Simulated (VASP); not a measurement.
# TiTe2: structure and properties in VASP, part 5 of 6

What structure does TiTe2 take at this level, and what are its properties? The start is a cell from a database of measured crystal structures.

VASP 6.6.1; MS2, no spin polarisation; plane waves and PAW (Te, Ti_sv).

Still holding for the runs below: This run has no spin polarisation, although Ti can carry a moment. The k-mesh is coarse for a metal.

So far. Step 6 (Density of states (MS2)): The finer mesh and the other smearing move the Fermi level by +0.05 eV from the 7×7×4 run, a small shift, which tests the Fermi level alone. Of the states within 0.3 eV of the Fermi level, the largest shares in the PAW spheres are Ti d 52 % and Te p 14 %. The rest lies in smaller channels or between the spheres. Step 8 (Volume scan with MS2): The pressure here is 4.60 GPa.

## (9) Volume scan with MS2 (run 2)

INCAR

```
SYSTEM = TiTe2
PREC = Accurate
ENCUT = 400
EDIFF = 1E-06
NELM = 100
ISMEAR = 0
SIGMA = 0.05
LREAL = .FALSE.
ALGO = Normal
METAGGA = MS2
LASPH = .TRUE.
LORBIT = 11
LWAVE = .FALSE.
LCHARG = .FALSE.
ISIF = 2
```

POSCAR

```
TiTe2
1.0
    3.7038628758      0.0000000000      0.0000000000
   -1.8519314380      3.2076393427      0.0000000000
    0.0000000000      0.0000000000      6.3593103208
Te Ti
2 1
Direct
    0.3333333333      0.6666666667      0.7366472200
    0.6666666667      0.3333333333      0.2633527800
    0.0000000000      0.0000000000      0.0000000000
```

KPOINTS

```
Automatic mesh
0
Gamma
7 7 4
0 0 0
```

Potentials, in the order of the species: Te and Ti_sv (PBE family, release 64).

The run is started by

```bash
$ mpirun -np 1 vasp_std
```

Log:

```text
[... set-up lines as in an earlier step ...]
 entering main loop
       N       E                     dE             d eps       ncg     rms          rms(c)
DAV:   1     0.133131364021E+03    0.13313E+03   -0.90686E+03   904   0.110E+03
DAV:   2    -0.171353085303E+02   -0.15027E+03   -0.14872E+03   992   0.302E+02
DAV:   3    -0.291739412802E+02   -0.12039E+02   -0.11870E+02  1464   0.792E+01
DAV:   4    -0.294468358904E+02   -0.27289E+00   -0.27266E+00  1088   0.125E+01
DAV:   5    -0.294580388083E+02   -0.11203E-01   -0.11202E-01  1496   0.218E+00    0.167E+01
DAV:   6    -0.138533748133E+02    0.15605E+02   -0.52071E+01  1256   0.581E+01    0.103E+01
DAV:   7    -0.130717128667E+02    0.78166E+00   -0.30782E+01  1160   0.302E+01    0.626E+00
DAV:   8    -0.126826631381E+02    0.38905E+00   -0.57139E+00  1208   0.145E+01    0.428E+00
DAV:   9    -0.125672788011E+02    0.11538E+00   -0.18284E+00  1088   0.151E+01    0.676E-01
DAV:  10    -0.125276201730E+02    0.39659E-01   -0.32623E-01  1048   0.626E+00    0.932E-01
DAV:  11    -0.125270175588E+02    0.60261E-03   -0.42739E-02  1064   0.242E+00    0.471E-01
DAV:  12    -0.125297143437E+02   -0.26968E-02   -0.42839E-03  1272   0.659E-01    0.468E-01
DAV:  13    -0.125359542381E+02   -0.62399E-02   -0.16538E-02  1488   0.870E-01    0.234E-01
DAV:  14    -0.125357838021E+02    0.17044E-03   -0.58516E-03  1232   0.678E-01    0.140E-01
DAV:  15    -0.125355398391E+02    0.24396E-03   -0.20021E-03  1176   0.453E-01    0.186E-01
DAV:  16    -0.125362343704E+02   -0.69453E-03   -0.36262E-04  1320   0.141E-01    0.126E-01
DAV:  17    -0.125363548284E+02   -0.12046E-03   -0.12441E-05  1056   0.292E-02    0.121E-01
DAV:  18    -0.125366628883E+02   -0.30806E-03   -0.21939E-04  1432   0.104E-01    0.107E-01
DAV:  19    -0.125372136877E+02   -0.55080E-03   -0.68126E-04  1448   0.178E-01    0.664E-02
DAV:  20    -0.125372145591E+02   -0.87138E-06   -0.25049E-04  1256   0.134E-01    0.432E-02
DAV:  21    -0.125373217147E+02   -0.10716E-03   -0.35510E-04  1200   0.161E-01    0.483E-02
DAV:  22    -0.125373811862E+02   -0.59471E-04   -0.42085E-05   944   0.724E-02    0.298E-02
DAV:  23    -0.125374801144E+02   -0.98928E-04   -0.15523E-04  1488   0.963E-02    0.239E-02
DAV:  24    -0.125375164355E+02   -0.36321E-04   -0.12856E-05   968   0.366E-02    0.938E-03
DAV:  25    -0.125375386834E+02   -0.22248E-04   -0.19979E-05  1384   0.353E-02    0.721E-03
DAV:  26    -0.125375420971E+02   -0.34137E-05   -0.47961E-06   992   0.233E-02    0.384E-03
DAV:  27    -0.125375486710E+02   -0.65739E-05   -0.53022E-06   928   0.200E-02    0.367E-03
DAV:  28    -0.125375559749E+02   -0.73039E-05   -0.10929E-06   616   0.804E-03    0.169E-03
DAV:  29    -0.125375543733E+02    0.16016E-05   -0.20539E-07   464   0.557E-03    0.169E-03
DAV:  30    -0.125375581327E+02   -0.37595E-05   -0.58871E-07   496   0.691E-03    0.956E-04
DAV:  31    -0.125375603573E+02   -0.22245E-05   -0.29839E-07   480   0.445E-03    0.107E-03
DAV:  32    -0.125375596245E+02    0.73282E-06   -0.71533E-08   480   0.329E-03
   1 F= -.12537560E+02 E0= -.12536956E+02  d E =-.120747E-02
```

Run time: 1.9 min. Hardware: 1 MPI rank of Intel Xeon Platinum 8488C (Sapphire Rapids), shared host; peak memory 0.18 GiB.

Parts of OUTCAR (step 9):

```text
   ENCUT  =  400.0 eV  29.40 Ry    5.42 a.u.   6.04  6.04 10.37*2*pi/ulx,y,z

   NELECT =      24.0000    total number of electrons

 E-fermi :   7.5706

 k-point     1 :       0.0000    0.0000    0.0000
  band No.  band energies     occupation
    ...
      5      -5.3414      2.00000
      6      -3.5691      2.00000
      7       1.8103      2.00000
      8       5.6694      2.00000
      9       5.6695      2.00000
     10       8.0351      0.00000
     11       8.0432      0.00000
     12       8.0433      0.00000
     13       8.2088      0.00000
     14       8.7389      0.00000
    ...

  Total        1.3160983      1.3160983      1.4903797     -0.0000000      0.0000000     -0.0000000
  in kB       27.9092686     27.9092686     31.6050925     -0.0000000      0.0000000     -0.0000000
  external PRESSURE =      29.1412099 kB  Pullay stress =       0.0000000 kB

 POSITION                                       TOTAL-FORCE (eV/Angst)
 -----------------------------------------------------------------------------------
     -0.00000      2.13843      4.68457         0.000000      0.000000     -0.400138
      1.85193      1.06921      1.67474         0.000000     -0.000000      0.400138
      0.00000      0.00000      0.00000        -0.000000      0.000000      0.000000
 -----------------------------------------------------------------------------------
    total drift:                               -0.000000      0.000000     -0.000000

  FREE ENERGIE OF THE ION-ELECTRON SYSTEM (eV)
  ---------------------------------------------------
  free  energy   TOTEN  =       -12.5375596245 eV

  energy  without entropy=      -12.5363521586  energy(sigma->0) =      -12.53695589

[... 3 parts as in an earlier step ...]

[... 13 further parts left out ...]
```

Numbers from this step:

* SCF cycles: 32
* free energy (TOTEN): -12.54 eV
* energy at zero smearing: -12.54 eV
* Fermi energy: 7.571 eV
* pressure: 2.914 GPa

Force by atom:

```
atom  x (eV/Å)  y (eV/Å)  z (eV/Å)   size
 Te1     0.000     0.000    -0.400  0.400
 Te2     0.000     0.000     0.400  0.400
 Ti3     0.000     0.000     0.000  0.000
```

The pressure falls from 4.60 to 2.91 GPa.

The run ends at a pressure of 2.91 GPa, with forces up to 0.40 eV/Å.

## (10) Volume scan with MS2 (run 3)

INCAR is that of step 9.

POSCAR

```
TiTe2
1.0
    3.7294075649      0.0000000000      0.0000000000
   -1.8647037825      3.2297616924      0.0000000000
    0.0000000000      0.0000000000      6.4031690193
Te Ti
2 1
Direct
    0.3333333333      0.6666666667      0.7366472200
    0.6666666667      0.3333333333      0.2633527800
    0.0000000000      0.0000000000      0.0000000000
```

KPOINTS is that of step 9.

The run is started by

```bash
$ mpirun -np 1 vasp_std
```

Log:

```text
[... set-up lines as in an earlier step ...]
 entering main loop
       N       E                     dE             d eps       ncg     rms          rms(c)
DAV:   1     0.136984643820E+03    0.13698E+03   -0.91030E+03   904   0.109E+03
DAV:   2    -0.164710364346E+02   -0.15346E+03   -0.15208E+03  1032   0.299E+02
DAV:   3    -0.291385518815E+02   -0.12668E+02   -0.12407E+02  1488   0.802E+01
DAV:   4    -0.294360135301E+02   -0.29746E+00   -0.29633E+00  1112   0.125E+01
[...]
DAV:  24    -0.125604924705E+02   -0.27515E-04   -0.99396E-05  1112   0.846E-02    0.869E-03
DAV:  25    -0.125605041535E+02   -0.11683E-04   -0.14866E-05   968   0.445E-02    0.172E-03
DAV:  26    -0.125605037404E+02    0.41314E-06   -0.11561E-06   560   0.140E-02
   1 F= -.12560504E+02 E0= -.12559809E+02  d E =-.138904E-02
```

Wall time 2 min (1 MPI rank); peak memory 0.18 GiB.

Parts of OUTCAR (step 10):

```text
  Total        0.6368713      0.6368713      0.7255507     -0.0000000      0.0000000     -0.0000000
  in kB       13.2299121     13.2299121     15.0720751     -0.0000000      0.0000000     -0.0000000
  external PRESSURE =      13.8439664 kB  Pullay stress =       0.0000000 kB

 POSITION                                       TOTAL-FORCE (eV/Angst)
 -----------------------------------------------------------------------------------
     -0.00000      2.15317      4.71688        -0.000000     -0.000000     -0.195990
      1.86470      1.07659      1.68629        -0.000000      0.000000      0.195990
      0.00000      0.00000      0.00000         0.000000      0.000000     -0.000000
 -----------------------------------------------------------------------------------
    total drift:                               -0.000000     -0.000000      0.000000

  FREE ENERGIE OF THE ION-ELECTRON SYSTEM (eV)
  ---------------------------------------------------
  free  energy   TOTEN  =       -12.5605037404 eV

  energy  without entropy=      -12.5591146986  energy(sigma->0) =      -12.55980922

[... 1 part as in an earlier step ...]

[... 2 further parts left out ...]
[key lines of the parts left out:]
E-fermi :   7.3301
```

The pressure falls from 2.91 to 1.38 GPa.

The run ends at a pressure of 1.38 GPa, with forces up to 0.20 eV/Å.

## (11) Volume scan with MS2 (run 4)

INCAR is that of step 10.

POSCAR

```
TiTe2
1.0
    3.7546070291      0.0000000000      0.0000000000
   -1.8773035146      3.2515850685      0.0000000000
    0.0000000000      0.0000000000      6.4464349873
Te Ti
2 1
Direct
    0.3333333333      0.6666666667      0.7366472200
    0.6666666667      0.3333333333      0.2633527800
    0.0000000000      0.0000000000      0.0000000000
```

KPOINTS is that of step 10.

The run is started by

```bash
$ mpirun -np 1 vasp_std
```

Log:

```text
[... set-up lines as in an earlier step ...]
 entering main loop
       N       E                     dE             d eps       ncg     rms          rms(c)
[... 27 cycles as in an earlier step ...]
   1 F= -.12568843E+02 E0= -.12568077E+02  d E =-.153232E-02
```

It took 1.7 min on 1 MPI rank; peak memory 0.18 GiB.

Parts of OUTCAR (step 11):

```text
[... 6 parts as in an earlier step ...]

[... 1 further part left out ...]
[key lines of the parts left out:]
E-fermi :   7.0972
```

The pressure falls from 1.38 to 0.00 GPa.

The run ends at a pressure of 0.00 GPa, with forces up to 0.0063 eV/Å.

## (12) Volume scan with MS2 (run 5)

INCAR is that of step 11.

POSCAR

```
TiTe2
1.0
    3.7794727010      0.0000000000      0.0000000000
   -1.8897363505      3.2731193720      0.0000000000
    0.0000000000      0.0000000000      6.4891278539
Te Ti
2 1
Direct
    0.3333333333      0.6666666667      0.7366472200
    0.6666666667      0.3333333333      0.2633527800
    0.0000000000      0.0000000000      0.0000000000
```

KPOINTS is that of step 11.

The run is started by

```bash
$ mpirun -np 1 vasp_std
```

Log:

```text
[... set-up lines as in an earlier step ...]
 entering main loop
       N       E                     dE             d eps       ncg     rms          rms(c)
DAV:   1     0.131618363323E+03    0.13162E+03   -0.88873E+03   912   0.107E+03
DAV:   2    -0.157475407577E+02   -0.14737E+03   -0.14604E+03  1000   0.290E+02
DAV:   3    -0.290694489390E+02   -0.13322E+02   -0.13063E+02  1472   0.802E+01
DAV:   4    -0.293633889604E+02   -0.29394E+00   -0.29327E+00  1104   0.128E+01
[...]
DAV:  27    -0.125633447304E+02   -0.15352E-05   -0.15303E-07   464   0.287E-03    0.164E-03
DAV:  28    -0.125633464900E+02   -0.17596E-05   -0.20756E-07   456   0.323E-03    0.119E-03
DAV:  29    -0.125633470151E+02   -0.52513E-06   -0.72641E-08   472   0.254E-03
   1 F= -.12563347E+02 E0= -.12562542E+02  d E =-.161015E-02
```

Elapsed: 2.8 min, on 1 MPI rank; peak memory 0.19 GiB.

Parts of OUTCAR (step 12):

```text
  Total       -0.6462826     -0.6462826     -0.6685332      0.0000000      0.0000000      0.0000000
  in kB      -12.8989293    -12.8989293    -13.3430204      0.0000000      0.0000000      0.0000000
  external PRESSURE =     -13.0469597 kB  Pullay stress =       0.0000000 kB

 POSITION                                       TOTAL-FORCE (eV/Angst)
 -----------------------------------------------------------------------------------
     -0.00000      2.18208      4.78020         0.000000     -0.000000      0.168881
      1.88974      1.09104      1.70893        -0.000000      0.000000     -0.168881
      0.00000      0.00000      0.00000         0.000000      0.000000     -0.000000
 -----------------------------------------------------------------------------------
    total drift:                                0.000000      0.000000     -0.000000

  FREE ENERGIE OF THE ION-ELECTRON SYSTEM (eV)
  ---------------------------------------------------
  free  energy   TOTEN  =       -12.5633470151 eV

  energy  without entropy=      -12.5617368627  energy(sigma->0) =      -12.56254194

[... 1 part as in an earlier step ...]

[... 2 further parts left out ...]
[key lines of the parts left out:]
E-fermi :   6.8728
```

The pressure falls from 0.00 to -1.30 GPa.

The run ends at a pressure of -1.30 GPa, with forces up to 0.17 eV/Å.

## (13) Volume scan with MS2 (run 6)

INCAR is that of step 12.

POSCAR

```
TiTe2
1.0
    3.8040154192      0.0000000000      0.0000000000
   -1.9020077096      3.2943739895      0.0000000000
    0.0000000000      0.0000000000      6.5312662285
Te Ti
2 1
Direct
    0.3333333333      0.6666666667      0.7366472200
    0.6666666667      0.3333333333      0.2633527800
    0.0000000000      0.0000000000      0.0000000000
```

KPOINTS is that of step 12.

The run is started by

```bash
$ mpirun -np 1 vasp_std
```

Log:

```text
[... set-up lines as in an earlier step ...]
 entering main loop
       N       E                     dE             d eps       ncg     rms          rms(c)
DAV:   1     0.133563364339E+03    0.13356E+03   -0.89469E+03   928   0.107E+03
DAV:   2    -0.163180707995E+02   -0.14988E+03   -0.14770E+03   992   0.295E+02
DAV:   3    -0.290282499125E+02   -0.12710E+02   -0.12596E+02  1472   0.809E+01
DAV:   4    -0.293103710888E+02   -0.28212E+00   -0.28181E+00  1096   0.128E+01
[...]
DAV:  27    -0.125476311500E+02    0.22608E-05   -0.18108E-07   448   0.555E-03    0.147E-03
DAV:  28    -0.125476329640E+02   -0.18140E-05   -0.52630E-08   448   0.240E-03    0.129E-03
DAV:  29    -0.125476328181E+02    0.14589E-06   -0.21280E-08   448   0.155E-03
   1 F= -.12547633E+02 E0= -.12546813E+02  d E =-.163880E-02
```

Wall time 3.7 min (1 MPI rank); peak memory 0.2 GiB.

From OUTCAR (step 13):

```text
  Total       -1.2099534     -1.2099534     -1.2839640      0.0000000      0.0000000      0.0000000
  in kB      -23.6846333    -23.6846333    -25.1333779      0.0000000      0.0000000      0.0000000
  external PRESSURE =     -24.1675482 kB  Pullay stress =       0.0000000 kB

 POSITION                                       TOTAL-FORCE (eV/Angst)
 -----------------------------------------------------------------------------------
     -0.00000      2.19625      4.81124        -0.000000      0.000000      0.335938
      1.90201      1.09812      1.72003         0.000000     -0.000000     -0.335938
      0.00000      0.00000      0.00000        -0.000000      0.000000      0.000000
 -----------------------------------------------------------------------------------
    total drift:                                0.000000      0.000000      0.000000

  FREE ENERGIE OF THE ION-ELECTRON SYSTEM (eV)
  ---------------------------------------------------
  free  energy   TOTEN  =       -12.5476328181 eV

  energy  without entropy=      -12.5459940208  energy(sigma->0) =      -12.54681342

[... 1 part as in an earlier step ...]

[... 2 further parts left out ...]
[key lines of the parts left out:]
E-fermi :   6.6550
```

The pressure falls from -1.30 to -2.42 GPa.

The run ends at a pressure of -2.42 GPa, with forces up to 0.34 eV/Å.

## (14) Volume scan with MS2 (run 7)

A prediction first. A parabola through the 6 pressures of evenly scaled cells so far, P = -0.02 -66.6 t +131 t² GPa with t = ln(V/V₁) and V₁ the volume at scale 1, gives -3.45 GPa at t = +0.0583.

INCAR is that of step 13.

POSCAR

```
TiTe2
1.0
    3.8282454700      0.0000000000      0.0000000000
   -1.9141227351      3.3153578290      0.0000000000
    0.0000000000      0.0000000000      6.5728677720
Te Ti
2 1
Direct
    0.3333333333      0.6666666667      0.7366472200
    0.6666666667      0.3333333333      0.2633527800
    0.0000000000      0.0000000000      0.0000000000
```

KPOINTS is that of step 13.

The run is started by

```bash
$ mpirun -np 1 vasp_std
```

Log:

```text
[... set-up lines as in an earlier step ...]
 entering main loop
       N       E                     dE             d eps       ncg     rms          rms(c)
DAV:   1     0.137063480164E+03    0.13706E+03   -0.88792E+03   904   0.107E+03
DAV:   2    -0.150378478209E+02   -0.15210E+03   -0.15086E+03  1016   0.297E+02
DAV:   3    -0.288840147221E+02   -0.13846E+02   -0.13413E+02  1440   0.811E+01
DAV:   4    -0.292444337793E+02   -0.36042E+00   -0.35958E+00  1176   0.139E+01
[...]
DAV:  22    -0.125203795147E+02   -0.57491E-04   -0.16374E-05  1104   0.310E-02    0.502E-03
DAV:  23    -0.125203842006E+02   -0.46858E-05   -0.36051E-06  1200   0.120E-02    0.574E-03
DAV:  24    -0.125203843634E+02   -0.16279E-06   -0.88979E-07   472   0.939E-03
   1 F= -.12520384E+02 E0= -.12519531E+02  d E =-.170684E-02
```

Run time: 3 min. Hardware: 1 MPI rank; peak memory 0.2 GiB.

From OUTCAR (step 14):

```text
  Total       -1.7325623     -1.7325623     -1.8966749      0.0000000      0.0000000     -0.0000000
  in kB      -33.2747163    -33.2747163    -36.4265809      0.0000000      0.0000000     -0.0000000
  external PRESSURE =     -34.3253379 kB  Pullay stress =       0.0000000 kB

 POSITION                                       TOTAL-FORCE (eV/Angst)
 -----------------------------------------------------------------------------------
     -0.00000      2.21024      4.84188         0.000000      0.000000      0.491131
      1.91412      1.10512      1.73098         0.000000     -0.000000     -0.491131
      0.00000      0.00000      0.00000        -0.000000      0.000000      0.000000
 -----------------------------------------------------------------------------------
    total drift:                                0.000000      0.000000     -0.000000

  FREE ENERGIE OF THE ION-ELECTRON SYSTEM (eV)
  ---------------------------------------------------
  free  energy   TOTEN  =       -12.5203843634 eV

  energy  without entropy=      -12.5186775201  energy(sigma->0) =      -12.51953094

[... 1 part as in an earlier step ...]

[... 2 further parts left out ...]
[key lines of the parts left out:]
E-fermi :   6.4419
```

The pressure falls from -2.42 to -3.43 GPa. The parabola predicted -3.45 GPa, -0.02 GPa off.

## (15) Comparing the runs

Times are for 1 MPI rank of Intel Xeon Platinum 8488C (Sapphire Rapids), shared host. The series side by side:

```
no.  volume scale  energy above the lowest point (meV/atom)  pressure (GPa)     time  memory (GiB)
  1          0.94                                     23.29           4.604  2.4 min          0.18
  2          0.96                                     10.37           2.914  1.9 min          0.18
  3          0.98                                      2.76           1.384    2 min          0.18
  4             1                                         0        -9.65e-4  1.7 min          0.18
  5          1.02                                      1.85          -1.305  2.8 min          0.19
  6          1.04                                      7.09          -2.417  3.7 min           0.2
  7          1.06                                     16.18          -3.433    3 min           0.2
```

## (16) Fit for MS2

This step: Birch-Murnaghan fit, MS2; plane waves and PAW (VASP 6.6.1).

Derived from the runs above.

This step gave:

- pressure derivative of the bulk modulus: 4.571
- r.m.s. error of the fit: 7.73e-5 eV/atom
- minimum inside the sampled range: yes
- bulk modulus: 65.41 GPa
- equilibrium volume of the fit: 26.29 Å³/atom

Energy above the fitted minimum against volume:

```
volume (Å³/atom)  energy above the fitted minimum (eV/atom)
           24.66                                     0.0232
           25.18                                     0.0103
           25.71                                    0.00271
           26.23                                    -4.9e-5
           26.76                                    0.00180
           27.28                                    0.00704
           27.81                                     0.0161
```

The fitted volume lies +0.22 % from the relaxed one. At a finite cutoff and mesh the minimum of the energy and the zero of the stress don't quite coincide, and the relaxation stops at a threshold. The atoms bear forces along the scan, since they were held; freeing them would lower the modulus.

[end of part 5 of 6]

[Lines on the potential files, build, host, timing and source positions are cut from VASP's logs without a mark.]

[Logs are printed without paths, hosts, clocks, repeated set-up lines and the standing remarks that a program may print on its own settings, such as how far it seeks lower states.]

[Hosts, paths, dates, database ids (printed as entryN), source tags and the programs' standing remarks are cut or masked in the printed files.]

[A measured line is paired with the nearest computed mode of its activity, which favours agreement.]
